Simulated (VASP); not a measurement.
Given:

```
SnGe
1.0
    3.88818     0.00000     0.00000
   -1.94409     3.36726     0.00000
    0.00000     0.00000     3.61816
Sn Ge
1 1
Direct
  0.00000   0.00000   0.00000
  0.66667   0.33333   0.50000
```

Computed with PBEsol GGA, VASP's PBE PAW potentials (set 64) (plane waves; VASP). Numerical set-up: 400 eV cut-off, 12×12×11 Γ-centred mesh, tetrahedra with Blöchl corrections, potentials Sn_d Ge_d.

Unless said otherwise, spin-orbit coupling is left out, though it shifts the bands of the heavy elements here.

Predict the energy per atom (σ→0), band gap (on the k-mesh) with the smallest direct gap where there is one.

- band gap (on the k-mesh) = none (metal, semimetal or under 0.01 eV)
- energy per atom (σ→0) = -4.415 eV/atom

Total energies compare only between runs with the same potentials, cut-off and functional.

The structure was generated: SnGe was put into the WC type (P-6m2), which need not be its known phase. It was relaxed first, which changed the volume by +12 %.
